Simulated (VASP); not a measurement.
Consider the following.

```
HfNbN2
1.0
    1.56141     0.90148     5.07901
   -1.56141     0.90148     5.07901
    0.00000    -1.80296     5.07901
Hf Nb N
1 1 2
Cartesian
  0.00000   0.00000   0.00000
  0.00000   0.00000   7.61851
  0.00000   0.00000  11.40118
  0.00000   0.00000   3.83585
```

Level of theory: LDA (Ceperley-Alder, Perdew-Zunger), VASP's LDA PAW potentials (set 64) (plane waves; VASP). Settings: 520 eV cut-off, 13×13×13 Γ-centred mesh, tetrahedra with Blöchl corrections, potentials Hf_pv Nb_sv N.

The cores are frozen, which limits the accuracy of field gradients.

Task: Give the principal components of the electric field gradient (V/Å²) and the asymmetry η at each nucleus.

Result: 
```csv
atom,Vxx,Vyy,Vzz,η
Hf1,-14.1,-14.1,28.2,0.00
Nb2,6.9,6.9,-13.9,0.00
N3,0.1,0.1,-0.2,-
N4,0.1,0.1,-0.2,-
```

The structure comes from a computed database's HfNbN2 entry (R-3m); how it stands against other phases isn't given here. It was relaxed first, which changed the volume by -6 %.
